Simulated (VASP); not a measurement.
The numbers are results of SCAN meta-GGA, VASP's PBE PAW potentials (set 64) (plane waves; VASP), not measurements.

A VASP calculation is set up with these files.

### POSCAR
```
Ca
1
   -0.0000000000     2.7752590286     2.7752590286
    2.7752590286     0.0000000000     2.7752590286
    2.7752590286     2.7752590286    -0.0000000000
Ca
1
Direct
  0.0000000000   0.0000000000   1.0000000000
```

INCAR:
```
SYSTEM=Ca
PREC=Accurate; ENCUT=520; LREAL=.FALSE.
LASPH=.TRUE.
EDIFF=1E-7; NELM=100; ALGO=Normal
LMIXTAU=.TRUE.
ISMEAR=-5
METAGGA=SCAN
ISIF=2
LWAVE=.FALSE.; LCHARG=.FALSE.; LORBIT=11
NEDOS=601
```

**KPOINTS_OPT**
```
k-points along high-symmetry lines
10
Line-mode
Reciprocal
  0.000000   0.000000   0.000000 ! GAMMA
  0.500000   0.000000   0.500000 ! X

  0.500000   0.000000   0.500000 ! X
  0.625000   0.250000   0.625000 ! U

  0.375000   0.375000   0.750000 ! K
  0.000000   0.000000   0.000000 ! GAMMA

  0.000000   0.000000   0.000000 ! GAMMA
  0.500000   0.500000   0.500000 ! L

  0.500000   0.500000   0.500000 ! L
  0.500000   0.250000   0.750000 ! W

  0.500000   0.250000   0.750000 ! W
  0.500000   0.000000   0.500000 ! X
```

File KPOINTS:
```
Automatic
0
Gamma
13 13 13
```

POTCAR, in this order: Ca_sv (PBE.64 set). Program: vasp_std.

Q: Estimate the energy per atom (σ→0), band gap (over mesh and band path).

A: 
```json
{
 "energy per atom (σ→0)": "-9.618 eV/atom",
 "band gap (over mesh and band path)": "none (metal, semimetal or under 0.01 eV)"
}
```

### OSZICAR
```
...
DAV:  42    -0.961834374010E+01   -0.60398E-06   -0.41607E-08  1224   0.320E-03    0.170E-04
DAV:  43    -0.961834314728E+01    0.59282E-06   -0.37143E-08   916   0.268E-03    0.501E-05
DAV:  44    -0.961834341161E+01   -0.26433E-06   -0.28824E-09   792   0.762E-04    0.359E-05
DAV:  45    -0.961834355501E+01   -0.14341E-06   -0.11159E-09   768   0.424E-04    0.455E-05
DAV:  46    -0.961834365940E+01   -0.10439E-06   -0.53360E-10   767   0.260E-04    0.320E-05
DAV:  47    -0.961834374124E+01   -0.81835E-07   -0.23180E-10   765   0.142E-04
   1 F= -.96183437E+01 E0= -.96183437E+01  d E =0.000000E+00
       N       E                     dE             ncg
```

The compound is Ca in the fcc structure. It was relaxed first.
